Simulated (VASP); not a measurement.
Given:

```
Pt
1.0
    0.00000     1.95757     1.95757
    1.95757     0.00000     1.95757
    1.95757     1.95757     0.00000
Pt
1
Cartesian
  0.00000   0.00000   0.00000
```

Computed with PBEsol GGA, VASP's PBE PAW potentials (set 64) (plane waves; VASP). Settings: 520 eV cut-off, Gaussian smearing of 0.050 eV, potentials Pt.

Unless said otherwise, spin-orbit coupling is left out, though it shifts the bands of the heavy elements here.

Problem. Predict the band gap (along the path) with the smallest direct gap where there is one.

Solution. 
| Item | Value |
|---|---|
| band gap (along the path) | none (metal, semimetal or under 0.01 eV) |

The compound is Pt in the fcc structure. It was relaxed first.
